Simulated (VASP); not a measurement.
Crystal: RbPd.

```
Rb Pd
1.0
     0.00000    3.34402    3.34402
     3.34402    0.00000    3.34402
     3.34402    3.34402    0.00000
Rb Pd
1 1
Direct
  0.50000 0.50000 0.50000
  0.00000 0.00000 0.00000
```

The cell was built by a generator and needn't be a form met in nature.

- Program: VASP 6.6.1
- Task: relaxation of cell and atoms
- Functional: LDA
- Potentials or basis: VASP PAW LDA potentials, release 64 (Rb_sv, Pd)
- Cutoff: 600 eV
- k mesh: 7 × 7 × 7
- Occupations: methfessel-paxton, width 0.2 eV
- Spin: no spin polarisation

At the start: pressure -2.7 GPa; volume 37.39 Å³/atom.

Question: Where does the relaxation end?

Answer: Over 7 steps the energy falls by 84.2 meV/atom and the volume is 29.40 Å³/atom (-21.4 %); space group Fm-3m (No. 225, to 0.05 Å).

The path:
| step | energy change (eV) | largest force (eV/Å) | pressure (GPa) | volume (Å³) |
| --- | --- | --- | --- | --- |
| 1 | 0.0000 | 0.0000 | -2.71 | 74.79 |
| 2 | -0.1001 | 0.0000 | -2.03 | 68.15 |
| 3 | -0.1630 | 0.0000 | -0.69 | 61.22 |
| 4 | -0.1681 | 0.0000 | 0.19 | 58.32 |
| 5 | -0.1684 | 0.0000 | -0.03 | 58.93 |
| 6 | -0.1684 | 0.0000 | 0.08 | 58.64 |
| 7 | -0.1684 | 0.0000 | 0.02 | 58.80 |

Final structure:
```xyz
2
Lattice="0.0000 3.0864 3.0864 3.0864 0.0000 3.0864 3.0864 3.0864 0.0000" Properties=species:S:1:pos:R:3 pbc="T T T"
Rb    3.0864    3.0864    3.0864
Pd    0.0000    0.0000    0.0000
```

Caveat: the volume moved by over 15 % at a fixed basis, so the end points are rough.
